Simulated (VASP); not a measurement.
VASP input:

### KPOINTS
```
kpoints
0
Gamma
 7 7 7
```

POSCAR:
```
TlHg
1
    3.7150000000     0.0000000000     0.0000000000
    0.0000000000     3.7150000000     0.0000000000
    0.0000000000     0.0000000000     3.7150000000
Tl Hg
1 1
Direct
  0.5000000000   0.5000000000   0.5000000000
  0.0000000000   0.0000000000   0.0000000000
```

INCAR:
```
SYSTEM  =  TlHg
PREC  =  Accurate; ENCUT  =  300; LREAL  =  .FALSE.
LASPH  =  .TRUE.
EDIFF  =  1E-6; NELM  =  100; ALGO  =  Normal
LMAXMIX  =  6
ISMEAR  =  0; SIGMA  =  0.1
GGA  =  PS
ISIF  =  2
LWAVE  =  .FALSE.; LCHARG  =  .FALSE.
```

POTCAR, in this order: Tl_d Hg (PBE.64 set). Program: vasp_std.

Write an equivalent input for Ansatz.

One equivalent input (not run):
Ansatz 0.2 input:
```yaml
crystal:
  lattice:
    - [3.7150000, 0.0000000, 0.0000000]
    - [0.0000000, 3.7150000, 0.0000000]
    - [0.0000000, 0.0000000, 3.7150000]
  atoms:
    - { symbol: Tl, position: [0.5000000, 0.5000000, 0.5000000] }
    - { symbol: Hg, position: [0.0000000, 0.0000000, 0.0000000] }
kpoints:
  mp_grid: { grid: [7, 7, 7] }
hamiltonian:
  xc: pbesol
  pseudopotentials: { kind: paw }
scf:
  occupations: { method: gaussian, width: 0.1 }
  max_iter: 100
output: { forces: true, stress: true, eigenvalues: true }
```
What does not carry over: each code has its own PAW files, so the cut-off isn't converted (ENCUT is set for VASP's; basis.ecutwfc is left out, and Ansatz then takes the one that its files recommend); Ansatz stops its SCF on the density residual and VASP on the energy change (EDIFF).

The structure comes from a measured TlHg entry of the Crystallography Open Database, whose conditions weren't checked. The cell was not relaxed at this level.
